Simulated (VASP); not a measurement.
Output of a VASP run:

File OSZICAR:
```
       N       E                     dE             d eps       ncg     rms          rms(c)
DAV:   1     0.361209552692E+02    0.36121E+02   -0.33940E+03   464   0.805E+02
DAV:   2    -0.136750908104E+02   -0.49796E+02   -0.49097E+02   544   0.144E+02
DAV:   3    -0.168967049418E+02   -0.32216E+01   -0.32217E+01   600   0.430E+01
DAV:   4    -0.170096795319E+02   -0.11297E+00   -0.11298E+00   808   0.732E+00
DAV:   5    -0.170102774330E+02   -0.59790E-03   -0.59787E-03   640   0.422E-01    0.945E-01
DAV:   6    -0.145247837029E+02    0.24855E+01   -0.12333E+00   464   0.579E+00    0.772E-01
DAV:   7    -0.136213048573E+02    0.90348E+00   -0.30563E-01   472   0.551E+00    0.596E-01
DAV:   8    -0.140810547844E+02   -0.45975E+00   -0.16167E-01   464   0.491E+00    0.417E-01
DAV:   9    -0.137124026972E+02    0.36865E+00   -0.68630E-02   496   0.338E+00    0.134E-01
DAV:  10    -0.139105452345E+02   -0.19814E+00   -0.21717E-01   544   0.423E+00    0.138E-01
DAV:  11    -0.139135098312E+02   -0.29646E-02   -0.42681E-03   800   0.637E-01    0.142E-01
DAV:  12    -0.139267779975E+02   -0.13268E-01   -0.10335E-02   480   0.140E+00    0.920E-02
DAV:  13    -0.139268364484E+02   -0.58451E-04   -0.26361E-03   480   0.791E-01    0.861E-02
DAV:  14    -0.139095209142E+02    0.17316E-01   -0.32847E-02   472   0.246E+00    0.400E-02
DAV:  15    -0.139213266361E+02   -0.11806E-01   -0.18388E-02   464   0.186E+00    0.427E-02
DAV:  16    -0.139115345806E+02    0.97921E-02   -0.15399E-02   464   0.141E+00    0.350E-02
DAV:  17    -0.139117119024E+02   -0.17732E-03   -0.27896E-03   544   0.641E-01    0.296E-02
DAV:  18    -0.139120263163E+02   -0.31441E-03   -0.19520E-03   464   0.591E-01    0.232E-02
DAV:  19    -0.139122586329E+02   -0.23232E-03   -0.35963E-04   496   0.301E-01    0.184E-02
DAV:  20    -0.139123092528E+02   -0.50620E-04   -0.48606E-05   568   0.791E-02    0.172E-02
DAV:  21    -0.139123421829E+02   -0.32930E-04   -0.19247E-04   480   0.968E-02    0.159E-02
DAV:  22    -0.139124196413E+02   -0.77458E-04   -0.94213E-05   560   0.127E-01    0.104E-02
DAV:  23    -0.139123510104E+02    0.68631E-04   -0.70618E-05   472   0.125E-01    0.899E-03
DAV:  24    -0.139123378116E+02    0.13199E-04   -0.57402E-06   552   0.317E-02    0.814E-03
DAV:  25    -0.139123787945E+02   -0.40983E-04   -0.30806E-05   472   0.624E-02    0.486E-03
DAV:  26    -0.139123739778E+02    0.48167E-05   -0.44608E-06   560   0.272E-02    0.363E-03
DAV:  27    -0.139123774773E+02   -0.34995E-05   -0.22512E-06   472   0.272E-02    0.342E-03
DAV:  28    -0.139123756160E+02    0.18614E-05   -0.34831E-07   560   0.784E-03    0.332E-03
DAV:  29    -0.139123722235E+02    0.33925E-05   -0.15454E-06   472   0.113E-02    0.313E-03
DAV:  30    -0.139123753418E+02   -0.31183E-05   -0.91745E-07   496   0.116E-02    0.230E-03
DAV:  31    -0.139123757387E+02   -0.39690E-06   -0.60167E-07   480   0.119E-02
   1 F= -.13912376E+02 E0= -.13912018E+02  d E =-.139124E+02
```

**OUTCAR**
```
------------------------ aborting loop because EDIFF is reached ----------------------------------------
  FORCE on cell =-STRESS in cart. coord.  units (eV):
  Direction    XX          YY          ZZ          XY          YZ          ZX
  --------------------------------------------------------------------------------------
  Total        0.0010735      0.0010735      0.0010735      0.0000000      0.0000000      0.0000000
  in kB        0.0180637      0.0180637      0.0180637      0.0000000      0.0000000      0.0000000
  external PRESSURE =       0.0180637 kB  Pullay stress =       0.0000000 kB
  volume of cell :       95.21
      direct lattice vectors                 reciprocal lattice vectors
    -2.876580723  2.876580723  2.876580723     0.000000000  0.173817476  0.173817476
     2.876580723 -2.876580723  2.876580723     0.173817476  0.000000000  0.173817476
     2.876580723  2.876580723 -2.876580723     0.173817476  0.173817476  0.000000000
 POSITION                                       TOTAL-FORCE (eV/Angst)
 -----------------------------------------------------------------------------------
      0.00000      0.00000      0.00000         0.000000      0.000000      0.000000
 -----------------------------------------------------------------------------------
    total drift:                               -0.000000      0.000000      0.000000
  FREE ENERGIE OF THE ION-ELECTRON SYSTEM (eV)
  ---------------------------------------------------
  free  energy   TOTEN  =       -13.9123757387 eV

  energy  without entropy=      -13.9113017339  energy(sigma->0) =      -13.91201774

 reached required accuracy - stopping structural energy minimisation
```
(Selected blocks of OUTCAR.)

File POSCAR:
```
Rb
1
   -2.8765807231     2.8765807231     2.8765807231
    2.8765807231    -2.8765807231     2.8765807231
    2.8765807231     2.8765807231    -2.8765807231
Rb
1
Direct
  0.0000000000   0.0000000000   0.0000000000
```

### Question
Reconstruct the remaining input files.

### Answer
Several could match; the one computed here: the input of the run itself, r2SCAN meta-GGA, plane waves, VASP's PBE PAW potentials (set 64).

INCAR:
```
SYSTEM  =  Rb
PREC  =  Accurate; ENCUT  =  480; LREAL  =  .False.
LASPH  =  .True.
EDIFF  =  1E-6; NELM  =  100; ALGO  =  Normal
LMAXMIX  =  4; LMIXTAU  =  .True.
ISMEAR  =  1; SIGMA  =  0.1
METAGGA  =  R2SCAN
IBRION  =  2; NSW  =  60; ISIF  =  3
EDIFFG  =  -0.01
LWAVE  =  .False.; LCHARG  =  .False.
```

### KPOINTS
```
Automatic mesh
0
Gamma
8 8 8
0 0 0
```

POTCAR, in this order: Rb_sv (PBE.64 set). Program: vasp_std.

The compound is Rb in the bcc structure. It was relaxed first, which changed the volume by +6 %. The start is the result of an earlier pass.
